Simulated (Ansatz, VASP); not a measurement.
# Rb3Ba, level by level in two programs

```
Ba Rb
1.0
    -3.37146    3.37146    7.37135
     3.37146   -3.37146    7.37135
     3.37146    3.37146   -7.37135
Ba Rb
1 3
Cartesian
  0.0000 0.0000 0.0000
  0.0000 0.0000 7.3713
  3.3715 0.0000 3.6857
  0.0000 3.3715 3.6857
```

The cell comes from a database or a generator and needn't be the stable form of this composition.

Single points on this cell with VASP 6.6.1 and Ansatz 0.2.0. Each row is one pair of runs. Alike in all rows: spin: off; k mesh: 6 × 6 × 6; Ansatz's potentials, cutoff: Ansatz PAW, 420 eV.

| level | smearing | VASP's potentials, cutoff | gap on the k mesh at the Fermi level (eV), VASP | gap on the k mesh at the Fermi level (eV), Ansatz | pressure (GPa), VASP | pressure (GPa), Ansatz |
| --- | --- | --- | --- | --- | --- | --- |
| PBE | fermi-dirac, width 0.05 eV | VASP PAW PBE potentials, release 64 (Ba_sv, Rb_sv), 520 eV | none | none | 0.0 | 0.0 |
| PBEsol | gaussian, width 0.05 eV | VASP PAW PBE potentials, release 64 (Ba_sv, Rb_sv), 520 eV | none | none | -0.2 | -0.2 |
| PBE | gaussian, width 0.02 eV | VASP PAW PBE potentials, release 64 (Ba_sv_GW, Rb_sv_GW), 550 eV | none | none | 0.0 | 0.0 |

Pressure (GPa): the two programs differ by at most 0.01.

A gap of «none» marks a metal or a gap that the smearing closes.

Caveats: the PAW data sets were made with another functional, which shifts forces and pressure a little (VASP); the PAW data sets come from PBE, with cores solved anew for the run's functional, which leaves a small shift of forces and pressure (Ansatz).
